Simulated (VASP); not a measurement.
# Fe: Fe into a neighbouring Fe vacancy, part 4 of 5

How hard is this move in Fe: Fe into a neighbouring Fe vacancy? Both ends are relaxed first, then a band of images between them.

VASP 6.6.1, plane waves and PAW; the level of theory is named at each step.

Still holding for the runs below: The magnetic state follows from one typed start and may not be the lowest.

So far. Step 4 (Relax the start): The run ended after 10 ionic steps, 0.494 eV below its first step, once the forces on the free atoms met EDIFFG = -0.05. Step 5 (Relax the end): The run ended after 9 ionic steps, 0.534 eV below its first step, once the forces on the free atoms met EDIFFG = -0.05.

## (6) Nudged elastic band

Level of this step: PBEsol, spin-polarised from a ferromagnetic start; plane waves and PAW (Fe) (VASP).

Images on a straight line between the ends relax across the path, while springs keep them spaced along it.

File INCAR:

```
SYSTEM = Fe
PREC = Normal
ENCUT = 280
EDIFF = 1E-05
NELM = 120
ISMEAR = 1
SIGMA = 0.15
LREAL = Auto
ALGO = Fast
GGA = PS
NBANDS = 344
ISPIN = 2
MAGMOM = 3 3 3 3 3 3 3 3 3 3 3 3 3 3 3 3 3 3 3 3 3 3 3 3 3 3 3 3 3 3 3 3 3 3 3 3 3 3 3 3 3 3 3 3 3 3 3 3 3 3 3 3 3
LASPH = .TRUE.
LMAXMIX = 4
LWAVE = .FALSE.
LCHARG = .FALSE.
NCORE = 2
IMAGES = 3
SPRING = -5
IBRION = 1
POTIM = 0.3
NSW = 50
EDIFFG = -0.05
ISYM = 0
ISIF = 0
```

File POSCAR:

```
Fe
1.0
    8.3471355882      0.0000000000      0.0000000000
    0.0000000000      8.3471355882      0.0000000000
    0.0000000000      0.0000000000      8.3471355882
Fe
53
Direct
    0.3354044110      0.9997803046      0.9994602849
    0.6646106819      0.9997729049      0.9991505325
    0.0001350367      0.3350988587      0.9991604942
    0.0001940278      0.9997769436      0.3344948738
    0.1615823035      0.1614025926      0.1609689168
    0.3323327141      0.3320472035      0.9994426282
    0.3323768870      0.9999256052      0.3315498843
    0.5001340582      0.1667543892      0.1661449668
    0.6680696428      0.3319508663      0.9993070714
    0.6678950400      0.9998581708      0.3313322841
    0.8385321574      0.1613457429      0.1608146790
    0.0001258881      0.6644179083      0.9991707365
    0.0001173466      0.3322028594      0.3316113528
    0.1670605992      0.4998647903      0.1662289694
    0.3324889939      0.6675592838      0.9993720143
    0.0000901288      0.9998268668      0.6637943481
    0.1669834915      0.1668465011      0.4993062125
    0.3332284160      0.3329806631      0.3324526300
    0.5003070362      0.4996874673      0.1653572569
    0.6679849736      0.6675957749      0.9992912850
    0.3322924768      0.9999818563      0.6671044715
    0.5001335000      0.1659021196      0.4993496090
    0.6671413299      0.3328640868      0.3324268535
    0.8333185074      0.4997746590      0.1661729842
    0.6677562459      0.9998506561      0.6668767362
    0.8331814360      0.1667576470      0.4991858640
    0.0001525041      0.6677700684      0.3314177546
    0.1619351168      0.8380294850      0.1609950830
    0.0000333155      0.3321739468      0.6670159117
    0.1660929050      0.5000177010      0.4993960491
    0.3333367740      0.6666393957      0.3324584215
    0.5001872493      0.8328086622      0.1662909501
    0.1616422086      0.1614383490      0.8375877019
    0.3332170622      0.3330622598      0.6663076165
    0.5002762486      0.4998929633      0.4993684355
    0.6671749679      0.6667871052      0.3322964535
    0.8386398216      0.8383014341      0.1605410059
    0.4999877050      0.1668187670      0.8324299879
    0.6670450139      0.3329638525      0.6662554385
    0.8341398642      0.5000143395      0.4992715855
    0.8383719558      0.1612694970      0.8375215636
    0.0000932335      0.6677020399      0.6670859132
    0.1671730317      0.8328816543      0.4994182377
    0.1671292532      0.4999254350      0.8324208291
    0.3333989540      0.6667962786      0.6664294244
    0.5001518363      0.8339143509      0.4992305971
    0.5002491302      0.4997829118      0.8335469018
    0.6669990643      0.6668617953      0.6662542707
    0.8331914193      0.8329948926      0.4991443268
    0.8332006943      0.4998709288      0.8323462231
    0.1616306033      0.8384051545      0.8378224897
    0.5000913169      0.8329884368      0.8323940310
    0.8384917876      0.8383696278      0.8374814498
```

File KPOINTS:

```
Automatic mesh
0
Monkhorst-Pack
2 2 2
0 0 0
```

File 00/POSCAR:

```
Fe
1.0
    8.3471355882      0.0000000000      0.0000000000
    0.0000000000      8.3471355882      0.0000000000
    0.0000000000      0.0000000000      8.3471355882
Fe
53
Direct
    0.3354044110      0.9997803046      0.9994602849
    0.6646106819      0.9997729049      0.9991505325
    0.0001350367      0.3350988587      0.9991604942
    0.0001940278      0.9997769436      0.3344948738
    0.1615823035      0.1614025926      0.1609689168
    0.3323327141      0.3320472035      0.9994426282
    0.3323768870      0.9999256052      0.3315498843
    0.5001340582      0.1667543892      0.1661449668
    0.6680696428      0.3319508663      0.9993070714
    0.6678950400      0.9998581708      0.3313322841
    0.8385321574      0.1613457429      0.1608146790
    0.0001258881      0.6644179083      0.9991707365
    0.0001173466      0.3322028594      0.3316113528
    0.1670605992      0.4998647903      0.1662289694
    0.3324889939      0.6675592838      0.9993720143
    0.0000901288      0.9998268668      0.6637943481
    0.1669834915      0.1668465011      0.4993062125
    0.3332284160      0.3329806631      0.3324526300
    0.5003070362      0.4996874673      0.1653572569
    0.6679849736      0.6675957749      0.9992912850
    0.3322924768      0.9999818563      0.6671044715
    0.5001335000      0.1659021196      0.4993496090
    0.6671413299      0.3328640868      0.3324268535
    0.8333185074      0.4997746590      0.1661729842
    0.6677562459      0.9998506561      0.6668767362
    0.8331814360      0.1667576470      0.4991858640
    0.0001525041      0.6677700684      0.3314177546
    0.1619351168      0.8380294850      0.1609950830
    0.0000333155      0.3321739468      0.6670159117
    0.1660929050      0.5000177010      0.4993960491
    0.3333367740      0.6666393957      0.3324584215
    0.5001872493      0.8328086622      0.1662909501
    0.1616422086      0.1614383490      0.8375877019
    0.3332170622      0.3330622598      0.6663076165
    0.5002762486      0.4998929633      0.4993684355
    0.6671749679      0.6667871052      0.3322964535
    0.8386398216      0.8383014341      0.1605410059
    0.4999877050      0.1668187670      0.8324299879
    0.6670450139      0.3329638525      0.6662554385
    0.8341398642      0.5000143395      0.4992715855
    0.8383719558      0.1612694970      0.8375215636
    0.0000932335      0.6677020399      0.6670859132
    0.1671730317      0.8328816543      0.4994182377
    0.1671292532      0.4999254350      0.8324208291
    0.3333989540      0.6667962786      0.6664294244
    0.5001518363      0.8339143509      0.4992305971
    0.5002491302      0.4997829118      0.8335469018
    0.6669990643      0.6668617953      0.6662542707
    0.8331914193      0.8329948926      0.4991443268
    0.8332006943      0.4998709288      0.8323462231
    0.1616306033      0.8384051545      0.8378224897
    0.5000913169      0.8329884368      0.8323940310
    0.8384917876      0.8383696278      0.8374814498
```

File 01/POSCAR:

```
Fe
1.0
    8.3471355882      0.0000000000      0.0000000000
    0.0000000000      8.3471355882      0.0000000000
    0.0000000000      0.0000000000      8.3471355882
Fe
53
Direct
    0.3336144058      1.0010935582      1.0006668010
    0.6651809992      0.9997146100      0.9991022662
    0.0014838258      0.3332846533      1.0004774979
    0.0014751994      1.0010340164      0.3327192581
    0.1225327434      0.1222317880      0.1218481322
    0.3314398430      0.3310672820      1.0005874860
    0.3313977776      1.0011488907      0.3305521241
    0.5006239269      0.1666752168      0.1660642122
    0.6678054750      0.3322956055      0.9992020964
    0.6675858787      0.9997702962      0.3316880864
    0.8367767970      0.1625994709      0.1620749108
    0.0000755088      0.6649620021      0.9991817496
    0.0014046180      0.3311349792      0.3306155683
    0.1670393960      0.5003207636      0.1661549603
    0.3328261774      0.6672776536      0.9992932865
    0.0000556279      0.9997280583      0.6643672024
    0.1669065900      0.1667063558      0.4998269899
    0.3319875944      0.3316604299      0.3312258903
    0.4999932819      0.4993726563      0.1654990520
    0.6677061126      0.6672812428      0.9994487704
    0.3326623210      0.9998775754      0.6668378964
    0.4998652168      0.1660127446      0.4990595910
    0.6670822476      0.3329745842      0.3325148066
    0.8336879598      0.4994776003      0.1661015965
    0.6675361620      0.9999903977      0.6666661242
    0.8335325583      0.1666320954      0.4989307804
    0.0000978555      0.6674337237      0.3318217495
    0.1631862226      0.8362718989      0.1622688438
    0.0000256601      0.3324886854      0.6667659724
    0.1663030208      0.4996779009      0.4991253975
    0.3334524632      0.6665757952      0.3325777164
    0.4998681966      0.8331664002      0.1661523959
    0.1629556421      0.1627111722      0.8358460825
    0.3333631586      0.3331331420      0.6662042102
    0.5002015881      0.4997923067      0.4992825762
    0.6670481228      0.6667042770      0.3321655788
    0.8375922623      0.8372623083      0.1619098757
    0.4998015946      0.1667004453      0.8327301312
    0.6670096836      0.3328271648      0.6661445069
    0.8340393383      0.4998988124      0.4992008382
    0.8374739199      0.1625757903      0.8365459752
    0.0003047190      0.6673971708      0.6668271754
    0.1671095154      0.8332132440      0.4991356940
    0.1670750528      0.4996435177      0.8327789414
    0.3332746887      0.6667153864      0.6663430977
    0.5000758137      0.8337929649      0.4991935495
    0.5002117564      0.4997158855      0.8333505972
    0.6669962622      0.6667832018      0.6661793170
    0.8333185011      0.8331045909      0.4991058521
    0.8333813537      0.4997908807      0.8324813469
    0.1629591800      0.8373581515      0.8368225260
    0.5000484730      0.8330843283      0.8325369987
    0.8373316153      0.8371302390      0.8363529996
```

File 02/POSCAR:

```
Fe
1.0
    8.3471355882      0.0000000000      0.0000000000
    0.0000000000      8.3471355882      0.0000000000
    0.0000000000      0.0000000000      8.3471355882
Fe
53
Direct
    0.3318244005      1.0024068118      1.0018733170
    0.6657513165      0.9996563151      0.9990540000
    0.0028326150      0.3314704479      1.0017945016
    0.0027563709      1.0022910891      0.3309436425
    0.0834831833      0.0830609834      0.0827273476
    0.3305469718      0.3300873606      1.0017323438
    0.3304186683      1.0023721762      0.3295543639
    0.5011137956      0.1665960444      0.1659834576
    0.6675413072      0.3326403447      0.9990971215
    0.6672767174      0.9996824216      0.3320438888
    0.8350214365      0.1638531990      0.1633351427
    0.0000251294      0.6655060959      0.9991927627
    0.0026918895      0.3300670990      0.3296197838
    0.1670181928      0.5007767369      0.1660809512
    0.3331633610      0.6669960234      0.9992145586
    0.0000211270      0.9996292498      0.6649400568
    0.1668296884      0.1665662105      0.5003477673
    0.3307467728      0.3303401967      0.3299991506
    0.4996795276      0.4990578453      0.1656408470
    0.6674272516      0.6669667107      0.9996062558
    0.3330321652      0.9997732944      0.6665713213
    0.4995969337      0.1661233696      0.4987695730
    0.6670231653      0.3330850816      0.3326027596
    0.8340574122      0.4991805416      0.1660302088
    0.6673160782      1.0001301393      0.6664555121
    0.8338836805      0.1665065439      0.4986756968
    0.0000432070      0.6670973790      0.3322257444
    0.1644373284      0.8345143128      0.1635426046
    0.0000180047      0.3328034239      0.6665160332
    0.1665131366      0.4993381008      0.4988547458
    0.3335681523      0.6665121948      0.3326970114
    0.4995491439      0.8335241382      0.1660138417
    0.1642690756      0.1639839954      0.8341044631
    0.3335092550      0.3332040242      0.6661008038
    0.5001269277      0.4996916502      0.4991967168
    0.6669212778      0.6666214488      0.3320347042
    0.8365447031      0.8362231824      0.1632787456
    0.4996154841      0.1665821236      0.8330302746
    0.6669743533      0.3326904771      0.6660335753
    0.8339388124      0.4997832852      0.4991300910
    0.8365758840      0.1638820836      0.8355703868
    0.0005162045      0.6670923017      0.6665684375
    0.1670459990      0.8335448337      0.4988531504
    0.1670208524      0.4993616004      0.8331370537
    0.3331504233      0.6666344942      0.6662567710
    0.4999997910      0.8336715789      0.4991565020
    0.5001743826      0.4996488592      0.8331542925
    0.6669934600      0.6667046082      0.6661043634
    0.8334455829      0.8332142892      0.4990673773
    0.8335620130      0.4997108326      0.8326164707
    0.1642877568      0.8363111485      0.8358225624
    0.5000056291      0.8331802198      0.8326799664
    0.8361714430      0.8358908501      0.8352245494
```

File 03/POSCAR:

```
Fe
1.0
    8.3471355882      0.0000000000      0.0000000000
    0.0000000000      8.3471355882      0.0000000000
    0.0000000000      0.0000000000      8.3471355882
Fe
53
Direct
    0.3300343952      1.0037200655      1.0030798331
    0.6663216338      0.9995980202      0.9990057338
    0.0041814041      0.3296562425      1.0031115052
    0.0040375425      1.0035481618      0.3291680268
    0.0444336232      0.0438901787      0.0436065629
    0.3296541007      0.3291074391      1.0028772015
    0.3294395590      1.0035954616      0.3285566036
    0.5016036644      0.1665168719      0.1659027029
    0.6672771394      0.3329850839      0.9989921466
    0.6669675560      0.9995945471      0.3323996912
    0.8332660760      0.1651069270      0.1645953746
   -0.0000252499      0.6660501896      0.9992037758
    0.0039791609      0.3289992188      0.3286239994
    0.1669969895      0.5012327102      0.1660069422
    0.3335005446      0.6667143933      0.9991358308
   -0.0000133739      0.9995304414      0.6655129112
    0.1667527868      0.1664260652      0.5008685447
    0.3295059512      0.3290199635      0.3287724109
    0.4993657733      0.4987430343      0.1657826420
    0.6671483906      0.6666521786      0.9997637413
    0.3334020093      0.9996690134      0.6663047462
    0.4993286506      0.1662339946      0.4984795551
    0.6669640830      0.3331955791      0.3326907126
    0.8344268645      0.4988834829      0.1659588210
    0.6670959943      1.0002698809      0.6662449000
    0.8342348027      0.1663809923      0.4984206132
   -0.0000114416      0.6667610344      0.3326297394
    0.1656884342      0.8327567266      0.1648163653
    0.0000103493      0.3331181625      0.6662660940
    0.1667232523      0.4989983007      0.4985840942
    0.3336838414      0.6664485943      0.3328163064
    0.4992300912      0.8338818763      0.1658752875
    0.1655825090      0.1652568185      0.8323628437
    0.3336553515      0.3332749065      0.6659973975
    0.5000522672      0.4995909936      0.4991108574
    0.6667944327      0.6665386207      0.3319038295
    0.8354971438      0.8351840566      0.1646476154
    0.4994293736      0.1664638018      0.8333304179
    0.6669390229      0.3325537894      0.6659226437
    0.8338382865      0.4996677580      0.4990593438
    0.8356778482      0.1651883769      0.8345947984
    0.0007276900      0.6667874326      0.6663096996
    0.1669824826      0.8338764234      0.4985706067
    0.1669666519      0.4990796830      0.8334951660
    0.3330261580      0.6665536021      0.6661704444
    0.4999237684      0.8335501929      0.4991194544
    0.5001370088      0.4995818329      0.8329579878
    0.6669906578      0.6666260147      0.6660294097
    0.8335726647      0.8333239874      0.4990289026
    0.8337426724      0.4996307845      0.8327515946
    0.1656163335      0.8352641455      0.8348225988
    0.4999627852      0.8332761113      0.8328229341
    0.8350112706      0.8346514612      0.8340960992
```

File 04/POSCAR:

```
Fe
1.0
    8.3471355882      0.0000000000      0.0000000000
    0.0000000000      8.3471355882      0.0000000000
    0.0000000000      0.0000000000      8.3471355882
Fe
53
Direct
    0.3282443900      1.0050333191      1.0042863492
    0.6668919511      0.9995397253      0.9989574675
    0.0055301932      0.3278420371      1.0044285089
    0.0053187140      1.0048052346      0.3273924112
    0.0053840631      0.0047193741      0.0044857783
    0.3287612296      0.3281275176      1.0040220593
    0.3284604496      1.0048187471      0.3275588434
    0.5020935331      0.1664376995      0.1658219483
    0.6670129716      0.3333298231      0.9988871716
    0.6666583947      0.9995066725      0.3327554935
    0.8315107156      0.1663606550      0.1658556064
   -0.0000756292      0.6665942834      0.9992147889
    0.0052664324      0.3279313386      0.3276282149
    0.1669757863      0.5016886835      0.1659329331
    0.3338377281      0.6664327631      0.9990571030
   -0.0000478748      0.9994316329      0.6660857655
    0.1666758853      0.1662859199      0.5013893221
    0.3282651296      0.3276997303      0.3275456712
    0.4990520190      0.4984282233      0.1659244371
    0.6668695296      0.6663376465      0.9999212267
    0.3337718535      0.9995647325      0.6660381711
    0.4990603674      0.1663446196      0.4981895371
    0.6669050007      0.3333060765      0.3327786657
    0.8347963169      0.4985864242      0.1658874333
    0.6668759104      1.0004096225      0.6660342880
    0.8345859250      0.1662554407      0.4981655296
   -0.0000660901      0.6664246897      0.3330337343
    0.1669395400      0.8309991405      0.1660901261
    0.0000026939      0.3334329010      0.6660161547
    0.1669333681      0.4986585006      0.4983134426
    0.3337995306      0.6663849939      0.3329356013
    0.4989110385      0.8342396143      0.1657367333
    0.1668959425      0.1665296417      0.8306212243
    0.3338014479      0.3333457887      0.6658939912
    0.4999776068      0.4994903370      0.4990249981
    0.6666675876      0.6664557925      0.3317729548
    0.8344495846      0.8341449308      0.1660164853
    0.4992432632      0.1663454801      0.8336305612
    0.6669036926      0.3324171017      0.6658117121
    0.8337377606      0.4995522309      0.4989885965
    0.8347798123      0.1664946702      0.8336192100
    0.0009391755      0.6664825635      0.6660509618
    0.1669189663      0.8342080131      0.4982880630
    0.1669124515      0.4987977657      0.8338532783
    0.3329018926      0.6664727099      0.6660841177
    0.4998477458      0.8334288069      0.4990824068
    0.5000996350      0.4995148066      0.8327616832
    0.6669878557      0.6665474212      0.6659544560
    0.8336997465      0.8334336857      0.4989904279
    0.8339233318      0.4995507364      0.8328867184
    0.1669449102      0.8342171425      0.8338226351
    0.4999199413      0.8333720028      0.8329659018
    0.8338510983      0.8334120724      0.8329676490
```

PAW data sets: Fe (PBE family, release 64).

Launch:

```sh
$ mpirun -np 6 vasp_std
```

The program printed:

```text
[banner, memory and clock lines left out]
running    6 mpi-ranks, on    1 nodes
 each image running on    2 cores
[...]
01/POSCAR found :  1 types and      53 ions
 [... a notice as in an earlier step ...]

 LDA part: xc-table for (Slater+PW92), standard interpolation
[...]
00/POSCAR found :  1 types and      53 ions
[...]
04/POSCAR found :  1 types and      53 ions
 POSCAR, INCAR and KPOINTS ok, starting setup
[...]
entering main loop
       N       E                     dE             d eps       ncg     rms          rms(c)
DAV:   1     0.283779847597E+04    0.28378E+04   -0.11042E+05  5504   0.100E+03
DAV:   2    -0.211712702916E+03   -0.30495E+04   -0.27869E+04  5504   0.286E+02
DAV:   3    -0.512910847588E+03   -0.30120E+03   -0.24082E+03  5504   0.115E+02
DAV:   4    -0.523842980174E+03   -0.10932E+02   -0.10732E+02  6016   0.272E+01
DAV:   5    -0.523936968152E+03   -0.93988E-01   -0.93881E-01  5960   0.238E+00    0.916E+01
RMM:   6    -0.472968815029E+03    0.50968E+02   -0.40007E+02  5504   0.596E+01    0.533E+01
RMM:   7    -0.595771345142E+03   -0.12280E+03   -0.64480E+01  5504   0.178E+01    0.142E+02
RMM:   8    -0.480840710082E+03    0.11493E+03   -0.57236E+01  5504   0.227E+01    0.512E+01
[...]
RMM:  36    -0.469373657347E+03   -0.20823E-04   -0.21795E-05  3936   0.117E-02    0.654E-02
RMM:  37    -0.469373625687E+03    0.31660E-04   -0.25699E-05  4023   0.121E-02    0.433E-02
RMM:  38    -0.469373640131E+03   -0.14444E-04   -0.81013E-06  3053   0.824E-03    0.344E-02
RMM:  39    -0.469373637852E+03    0.22795E-05   -0.48818E-06  2996   0.546E-03
   1 F= -.46937364E+03 E0= -.46933786E+03  d E =-.469374E+03  mag=   109.5217
[... from here on, the cycles between the ionic steps are left out ...]
   2 F= -.46945995E+03 E0= -.46942568E+03  d E =-.863121E-01  mag=   109.9023
   3 F= -.46953778E+03 E0= -.46950631E+03  d E =-.778260E-01  mag=   110.4069
   4 F= -.46955664E+03 E0= -.46952603E+03  d E =-.188601E-01  mag=   110.5676
   5 F= -.46957727E+03 E0= -.46954809E+03  d E =-.206307E-01  mag=   110.8159
   6 F= -.46958005E+03 E0= -.46955103E+03  d E =-.278322E-02  mag=   110.8690
   7 F= -.46958277E+03 E0= -.46955392E+03  d E =-.272485E-02  mag=   110.9366
 BRION: g(F)=  0.141E-02 g(S)=  0.000E+00 retain N=  1 mean eig= 5.70
 eig:   5.696
 reached required accuracy - stopping structural energy minimisation
```

Run time: 19 min. Hardware: 6 MPI ranks of Intel Xeon 6975P-C (Granite Rapids), shared host; peak memory 2.5 GiB.

[end of part 4 of 5]

[Lines on the potential files, build, host, timing and source positions are cut from VASP's logs without a mark.]

[Logs are printed without paths, hosts, clocks, repeated set-up lines and the standing remarks that a program may print on its own settings, such as how far it seeks lower states.]

[Hosts, paths, dates, database ids (printed as entryN), source tags and the programs' standing remarks are cut or masked in the printed files.]

[Runs that stopped without an error message from VASP are left out.]
